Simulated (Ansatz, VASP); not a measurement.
# SnPb3Se4 (Pb0.75Sn0.25Se, rock salt): VASP beside Ansatz

Wanted: the spread between two codes on one cell, functional and k mesh. The cell is invented: As first built, before any earlier steps moved the atoms (in the runner's words): 2x2x2 conventional cells of the PbSe type (64 atoms: 32 Se, 8 Sn, 24 Pb); Pb/Sn share their sites, the best of 600 random draws by like-pair counts in two shells; start lattice by linear mixing of the end members' cells; atoms moved at random by 0.02 A. It may not be a known or stable phase. The structure shown is the end of the Ansatz relaxation below.

Calculated with Ansatz 0.2.0; plane waves, with VASP 6.6.1 beside it; single point at PBE.

## (1) Set-up

The cell holds 64 atoms: 32 Se, 8 Sn and 24 Pb. Cell: a = 12.359 Å, b = 12.361 Å, c = 12.361 Å, α = 90.1°, β = 90.0°, γ = 89.9°. It derives from PbSe (PbSe type, space group 225), repeated 2×2×2. As first built, before any earlier steps moved the atoms (in the runner's words): 2x2x2 conventional cells of the PbSe type (64 atoms: 32 Se, 8 Sn, 24 Pb); Pb/Sn share their sites, the best of 600 random draws by like-pair counts in two shells; start lattice by linear mixing of the end members' cells; atoms moved at random by 0.02 A.

## (2) Ansatz: relaxation, PBE

Ansatz runs on its default PAW (the set named soft_2) files.

This run makes the geometry at which the two programs are then compared.

Input file input.yaml:

```yaml
crystal:
  lattice:
    - [12.19195, 0.0, 0.0]
    - [0.0, 12.19195, 0.0]
    - [0.0, 0.0, 12.19195]
  atoms:
    - { symbol: Se, position: [0.25185, 0.99997, 0.99797] }
    - { symbol: Se, position: [0.25025, 0.24882, 0.25052] }
    - { symbol: Se, position: [0.00016, 0.99794, 0.25127] }
    - { symbol: Se, position: [0.00102, 0.25155, 0.00017] }
    - { symbol: Se, position: [0.24923, 0.0019, 0.50009] }
    - { symbol: Se, position: [0.25128, 0.24991, 0.74825] }
    - { symbol: Se, position: [0.99934, 0.99787, 0.7485] }
    - { symbol: Se, position: [0.99929, 0.24899, 0.5037] }
    - { symbol: Se, position: [0.24848, 0.49934, 0.00066] }
    - { symbol: Se, position: [0.25335, 0.75011, 0.25095] }
    - { symbol: Se, position: [0.99962, 0.49851, 0.24896] }
    - { symbol: Se, position: [0.00149, 0.74982, 5.0e-05] }
    - { symbol: Se, position: [0.24995, 0.50206, 0.5026] }
    - { symbol: Se, position: [0.25008, 0.74919, 0.74937] }
    - { symbol: Se, position: [0.99761, 0.49953, 0.75097] }
    - { symbol: Se, position: [0.00092, 0.74906, 0.49997] }
    - { symbol: Se, position: [0.74934, 7.0e-05, 0.00164] }
    - { symbol: Se, position: [0.75043, 0.2488, 0.24935] }
    - { symbol: Se, position: [0.49888, 0.00019, 0.24946] }
    - { symbol: Se, position: [0.49783, 0.24903, 0.00113] }
    - { symbol: Se, position: [0.74816, 0.99833, 0.50046] }
    - { symbol: Se, position: [0.75331, 0.2505, 0.74863] }
    - { symbol: Se, position: [0.49947, 0.00078, 0.75242] }
    - { symbol: Se, position: [0.50246, 0.24833, 0.49919] }
    - { symbol: Se, position: [0.74961, 0.5, 0.00101] }
    - { symbol: Se, position: [0.75056, 0.74982, 0.25244] }
    - { symbol: Se, position: [0.50014, 0.49763, 0.25002] }
    - { symbol: Se, position: [0.49924, 0.74969, 0.00302] }
    - { symbol: Se, position: [0.75082, 0.49788, 0.50024] }
    - { symbol: Se, position: [0.75076, 0.7493, 0.75141] }
    - { symbol: Se, position: [0.49922, 0.50112, 0.74906] }
    - { symbol: Se, position: [0.49869, 0.75139, 0.49758] }
    - { symbol: Sn, position: [0.00332, 0.99976, 0.99667] }
    - { symbol: Sn, position: [0.24801, 0.24854, 0.99639] }
    - { symbol: Sn, position: [0.00248, 0.75433, 0.24886] }
    - { symbol: Sn, position: [0.2508, 0.5033, 0.24927] }
    - { symbol: Sn, position: [0.25109, 0.7516, 0.99735] }
    - { symbol: Sn, position: [0.2505, 0.75183, 0.50021] }
    - { symbol: Sn, position: [0.75033, 0.25202, 0.0022] }
    - { symbol: Sn, position: [0.4999, 0.24687, 0.74948] }
    - { symbol: Pb, position: [0.99993, 0.25006, 0.25031] }
    - { symbol: Pb, position: [0.24887, 7.0e-05, 0.24765] }
    - { symbol: Pb, position: [0.00372, 0.99945, 0.49927] }
    - { symbol: Pb, position: [0.00225, 0.24976, 0.75034] }
    - { symbol: Pb, position: [0.25361, 0.99854, 0.75007] }
    - { symbol: Pb, position: [0.25057, 0.25148, 0.49879] }
    - { symbol: Pb, position: [0.99921, 0.49722, 0.00142] }
    - { symbol: Pb, position: [0.9994, 0.49912, 0.50049] }
    - { symbol: Pb, position: [0.00182, 0.74877, 0.74687] }
    - { symbol: Pb, position: [0.24839, 0.50086, 0.75035] }
    - { symbol: Pb, position: [0.49866, 0.00052, 0.99936] }
    - { symbol: Pb, position: [0.50003, 0.24862, 0.24773] }
    - { symbol: Pb, position: [0.75032, 0.00074, 0.24998] }
    - { symbol: Pb, position: [0.49734, 0.00103, 0.50163] }
    - { symbol: Pb, position: [0.74901, 0.99976, 0.74982] }
    - { symbol: Pb, position: [0.74941, 0.24995, 0.50153] }
    - { symbol: Pb, position: [0.50089, 0.49704, 0.99947] }
    - { symbol: Pb, position: [0.49964, 0.74815, 0.24585] }
    - { symbol: Pb, position: [0.75136, 0.50061, 0.25065] }
    - { symbol: Pb, position: [0.74949, 0.75201, 0.00273] }
    - { symbol: Pb, position: [0.50194, 0.50113, 0.50264] }
    - { symbol: Pb, position: [0.50032, 0.75097, 0.74798] }
    - { symbol: Pb, position: [0.7494, 0.50167, 0.75148] }
    - { symbol: Pb, position: [0.75107, 0.74991, 0.49724] }
kpoints:
  mp_grid: { grid: [2, 2, 2], shift: [0.5, 0.5, 0.5] }
hamiltonian:
  xc: pbe
scf:
  occupations: { method: fermi_dirac, width: 0.01 }
output:
  forces: true
  stress: true
relax:
  f_tol: 0.02
  max_steps: 45
  cell: { stress_tol: 0.1 }
```

Run with:

```
ansatz run input.yaml --threads 32 --pin off --max-ram 143360MiB --backend cuda --events-out ev --progress --plain --runs-dir out
```

Numbers of over 12 decimals in the logs are rounded to 6 here.

The program printed:

```text
The last accepted step is kept in <dir> (removed where the run ends without a failure and the disk answers)
Engine: ansatz 0.2.0, aarch64-unknown-linux-gnu
Pseudopotentials: kind: paw
Pseudopotential: Se, paw, valence charge 16, recommended cutoff 420 eV (normal), Se.paw.azcp
Pseudopotential: Sn, paw, valence charge 14, recommended cutoff 420 eV (normal), Sn.paw.azcp
Pseudopotential: Pb, paw, valence charge 14, recommended cutoff 420 eV (normal), Pb.paw.azcp
Functional definition: PBE
  parameter kappa = 0.804
  parameter beta = 0.066725
  exchange = pbe_x(kappa = kappa, mu = beta*pi^2/3)
  correlation = pbe_c(beta = beta)
device memory: the entry about to start is reckoned to put 24.0 GiB on a device that reports 182.5 GiB free
GPU FFT provider: cuFFT
GPU libraries: cuBLAS 13.8.1, cuFFT 12.4.0, cuSOLVER 12.3.2
GPU matrix products: emulated (plane waves: as basis.precision tells), large ones in fixed point in workspaces of 1.00 GiB
Crystal: 64 atoms, lattice volume = 1812.256 Å³
Basis set: ecut = 420 eV, 35513 PW (Γ), exchange–correlation on 180×180×180 points (8 copies of the dense FFT grid, shifted against one another)
Bands: 576, of which v1, the nominal top of the filled ones, is band 480 counted from 1 (479 counted from 0)
Symmetry: 1 space group operations
Space group: P1 (ITA 1), of the structure as read, at distance tolerance 1.2e-4 Å
k-points: 4 of 8 (time reversal used)
Non-local potential: Se, projectors of the file, l = 0: 2, l = 1: 2, l = 2: 3, l = 3: 1
Non-local potential: Sn, projectors of the file, l = 0: 2, l = 1: 2, l = 2: 2, l = 3: 2
Non-local potential: Pb, projectors of the file, l = 0: 2, l = 1: 2, l = 2: 2, l = 3: 2
PAW form: soft (Blöchl's): semilocal exchange-correlation on the pseudo side does not see the compensation charge
PAW one-centre angular grid: Se, 590 points (default); XC on 64 Gauss nodes
PAW one-centre angular grid: Sn, 590 points (default); XC on 64 Gauss nodes
PAW one-centre angular grid: Pb, 590 points (default); XC on 64 Gauss nodes
Initial density: superposition of atomic densities (neutral atoms: chi_scale 0, normalization atom), corrected by the library's trained network
Initial wavefunctions: pseudopotential atomic-orbital guess
GPU buffer pool allocated for 729000 grid points (all kernels)
GPU transforms: local potential and band sums: pruned to the plane-wave sphere, on 81×81×81
Functional: x = pbe(κ = 0.804, μ = 0.219515), c = pbe(β = 0.066725)
SCF iter   1: F=—  HF=-508991.880042 eV  |F-HF|=—  |Δ(HF+E_count)|=         —  Δρ=5.87e-4  dr2=6.89e-3  ethr=1.77e-3  ⟨swp⟩=6.0  Hψ=8440  notcnv=0  defer=6
preconditioner: auto → Resta (q_TF=auto, 2.454 Å⁻¹)  ε∞=3.2  [insulator: Δε(μ)=1.292 eV  Ē_g=15.040 eV  σ=0.010 eV  W_gap=1.00  n_scr=460 (ndim 8)  ℏωp=22.1 eV  f_vac=0.019  D(μ)=0.00/eV (n_scr^D=0)  ε∞_Penn≈3.2]
SCF iter   2: F=—  HF=-508991.854101 eV  |F-HF|=—  |Δ(HF+E_count)|=   2.59e-2  Δρ=3.36e-4  dr2=1.57e-3  ethr=7.18e-7  ⟨swp⟩=3.0  Hψ=4710  notcnv=0  defer=356
SCF iter   3: F=—  HF=-508991.857418 eV  |F-HF|=—  |Δ(HF+E_count)|=   3.32e-3  Δρ=1.82e-4  dr2=5.75e-4  ethr=1.63e-7  ⟨swp⟩=2.0  Hψ=3868  notcnv=0  defer=356
SCF iter   4: F=—  HF=-508991.855611 eV  |F-HF|=—  |Δ(HF+E_count)|=   1.81e-3  Δρ=5.19e-5  dr2=5.64e-5  ethr=5.99e-8  ⟨swp⟩=2.0  Hψ=3228  notcnv=0  defer=356
SCF iter   5: F=—  HF=-508991.859721 eV  |F-HF|=—  |Δ(HF+E_count)|=   4.11e-3  Δρ=2.08e-5  dr2=1.01e-5  ethr=5.87e-9  ⟨swp⟩=2.0  Hψ=3228  notcnv=0  defer=356
SCF iter   6: F=—  HF=-508991.859726 eV  |F-HF|=—  |Δ(HF+E_count)|=   4.41e-6  Δρ=6.70e-6  dr2=1.23e-6  ethr=1.05e-9  ⟨swp⟩=2.0  Hψ=3848  notcnv=0  defer=356
SCF iter   7: F=—  HF=-508991.859726 eV  |F-HF|=—  |Δ(HF+E_count)|=   3.41e-7  Δρ=2.45e-6  dr2=1.94e-7  ethr=1.28e-10  ⟨swp⟩=2.0  Hψ=3868  notcnv=0  defer=356
SCF iter   8: F=-508991.859726 eV  HF=-508991.859726 eV  |F-HF|=3.61e-9  |Δ(HF+E_count)|=   1.20e-7  Δρ=8.10e-7  dr2=1.42e-8  ethr=1.04e-11  ⟨swp⟩=4.0  Hψ=6368  notcnv=0
SCF 1 converged in 8 iterations: F = -508991.859726 eV  dr2 = 1.42e-8
  greatest PAW one-centre occupation: 1.000 electrons in one spin orbital (limit 2), on the Se atom at site 22 (counted from 0), in its partial waves of l = 2
relax step   1: F+E_penalty+E_count = -508991.85972622 eV  Δ(F+E_penalty+E_count) = +0.000e0 eV  max|allowed force component| = 3.320e-1 eV/Å  Δτ_max = 0.0000 Å  P = +2.143 GPa  Ω = 1812.256 Å³  (8 SCF iters, dr2 threshold 1.00e-7 eV, accepted)
[... from here on, the SCF cycles and remarks between the steps are left out ...]
relax step   2: F+E_penalty+E_count = -508992.00716971 eV  Δ(F+E_penalty+E_count) = -1.474e-1 eV  max|allowed force component| = 2.018e-1 eV/Å  Δτ_max = 0.1548 Å  P = -1.754 GPa  Ω = 1964.261 Å³  energy of the carried Pulay correction = -1.576e-2 eV  (8 SCF iters, dr2 threshold 6.40e-6 eV, accepted)
relax step   3: F+E_penalty+E_count = -508992.57377833 eV  Δ(F+E_penalty+E_count) = -5.666e-1 eV  max|allowed force component| = 4.955e-2 eV/Å  Δτ_max = 0.0769 Å  P = +0.074 GPa  Ω = 1883.126 Å³  energy of the carried Pulay correction = -7.614e-3 eV  (7 SCF iters, dr2 threshold 6.40e-6 eV, accepted)
relax step   4: F+E_penalty+E_count = -508992.58361570 eV  Δ(F+E_penalty+E_count) = -9.837e-3 eV  max|allowed force component| = 2.097e-2 eV/Å  Δτ_max = 0.0551 Å  P = +0.009 GPa  Ω = 1886.301 Å³  energy of the carried Pulay correction = -7.944e-3 eV  (7 SCF iters, dr2 threshold 1.53e-7 eV, accepted)
relax step   5: F+E_penalty+E_count = -508992.58806858 eV  Δ(F+E_penalty+E_count) = -4.453e-3 eV  max|allowed force component| = 7.135e-3 eV/Å  Δτ_max = 0.0635 Å  P = -0.003 GPa  Ω = 1888.456 Å³  energy of the carried Pulay correction = -8.167e-3 eV  (8 SCF iters, dr2 threshold 2.75e-8 eV, accepted)
relax step   6: F+E_penalty+E_count = -508992.32835976 eV  Δ(F+E_penalty+E_count) = +2.597e-1 eV  max|allowed force component| = 1.112e0 eV/Å  Δτ_max = 0.1963 Å  P = +0.243 GPa  Ω = 1892.358 Å³  energy of the carried Pulay correction = -8.571e-3 eV  (10 SCF iters, rejected (line search))
relax step   7: F+E_penalty+E_count = -508992.58814596 eV  Δ(F+E_penalty+E_count) = -7.738e-5 eV  max|allowed force component| = 7.931e-3 eV/Å  Δτ_max = 0.0097 Å  P = +0.000 GPa  Ω = 1888.571 Å³  energy of the carried Pulay correction = -8.179e-3 eV  (10 SCF iters, accepted)
relax step   8: F+E_penalty+E_count = -508992.59636098 eV  Δ(F+E_penalty+E_count) = -8.215e-3 eV  max|allowed force component| = 7.995e-3 eV/Å  Δτ_max = 0.0000 Å  P = -0.000 GPa  Ω = 1888.571 Å³  stress off target by 4.93e-3 GPa  SCF on the basis re-selected at this cell (its energy is not comparable with the rows above)  (8 SCF iters)
basis re-selected at this cell: Δ(F+E_penalty+E_count) = -8.215e-3 eV, ΔP = -0.000 GPa vs the last step (what re-selecting the basis moved, of the pressure what is left beyond the Pulay correction that the steps carried, after the strain that the cell walked since its last selection, with what the two solves' SCF thresholds leave and, on support functions, any second-order correction that the steps lacked; it is no m [...]
SCF converged after 8 iterations
Free energy (F): -508992.596361 eV
Harris-Foulkes:  -508992.596361 eV  (|F-HF|=1.16e-10)
Internal energy: -508992.596361 eV  (E = F + TS)
E sigma→0 (E₀):  -508992.596361 eV
Fermi energy:    8.793198 eV
--- Per-component energies (eV) ---
  E_band       = -14508.861041
  E_kinetic    = 12140.408995
  E_local      = -113499.539595  (includes V_loc(G=0)·N_el)
  E_nonlocal   = -10930.950033
  E_hartree    = 54304.022901
  E_xc         = -11704.143252
  E_vxc        = -7093.274014  (∫ρ·V_xc dr)
  E_paw        = -343904.945700  (= ΣΔE_a)
  E_vpaw       = -3733.532785  (= ΣTr[D̂ρ^β])
  E_aug_tail   = -0.018258  (compensation charges beyond the density's cutoff)
  E_ewald      = -95397.431418
  E_smearing   = -0.000000  (= −TS)
  E_closure    = 0.000000  (closes the sum)
  Σ components = -508992.596361   (vs F -508992.596361, Δ=0.00e0)
--- Forces (eV/Å), atoms counted from 1 ---
  [... one line an atom ...]
  max |Σ_I F_I| component: 6.15e-7 eV/Å
--- Stress (GPa, compression-positive) ---
       -0.004258      -0.001411       0.001570
       -0.001411       0.003349      -0.000043
        0.001570      -0.000043       0.000684
  P = ⅓ Tr σ = -0.0001 GPa (-0.001 kbar)
--- Band table (eV) ---
--- Relaxed structure (7 steps of the walk, 6 accepted, 1 SCFs on fresh bases) ---
  F+E_penalty+E_count = -508992.59636098 eV   max|allowed force component| = 7.995e-3 eV/Å   (the final SCF, on the basis selected at the relaxed cell)
  cell:  # Å, volume = 1888.5713 Å³
    - [12.359419, 0.00656906, -0.00448569]
    - [0.00656906, 12.361331, -0.00643146]
    - [-0.00448569, -0.00643146, 12.361477]
  atoms:
    [... one line an atom ...]
```

The column dr2 measures how far the density is from self-consistency, as an energy; F and HF (Harris–Foulkes) agree once it is small.

(Part 1 of 2 ends here.)

[Lines on the potential files, build, host, timing and source positions are cut from VASP's logs without a mark.]

[Logs are printed without paths, hosts, clocks, repeated set-up lines and the standing remarks that a program may print on its own settings, such as how far it seeks lower states.]

[Hosts, paths, dates, database ids (printed as entryN), source tags and the programs' standing remarks are cut or masked in the printed files.]
